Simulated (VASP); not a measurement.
Computed with PBE GGA, VASP's PBE PAW potentials (set 64) (plane waves; VASP).

Input for VASP

**INCAR**
```
ALGO=Conjugate
EDIFF=1E-6
ENCUT=400
GGA=PE
ISIF=2
ISMEAR=0
LASPH=T
LCHARG=F
LMAXMIX=4
LREAL=F
LWAVE=F
NELM=100
PREC=Accurate
SIGMA=0.05
SYSTEM=InSb
```

### KPOINTS
```
Automatic mesh
0
Gamma
6 6 6
0 0 0
```

POSCAR:
```
InSb
1
    0.0000000000     3.3048000000     3.3048000000
    3.3048000000     0.0000000000     3.3048000000
    3.3048000000     3.3048000000     0.0000000000
In Sb
1 1
Direct
  0.0000000000   0.0000000000   0.0000000000
  0.2500000000   0.2500000000   0.2500000000
```

POTCAR, in this order: In_d Sb (PBE.64 set). Program: vasp_std.

Q: What will the output report for the number of irreducible k-points (NKPTS), number of bands (NBANDS), largest plane-wave count, number of space-group operations, FFT grid (NGX, NGY, NGZ)?

A: 
- number of irreducible k-points (NKPTS) = 16
- number of bands (NBANDS) = 13
- largest plane-wave count = 1363
- number of space-group operations = 24
- FFT grid (NGX, NGY, NGZ) = 30 × 30 × 30

The compound is InSb in the zinc blende structure. The cell was not relaxed at this level. The run is one of a series of settings (ALGO = Conjugate against the base run), some of them coarse on purpose.
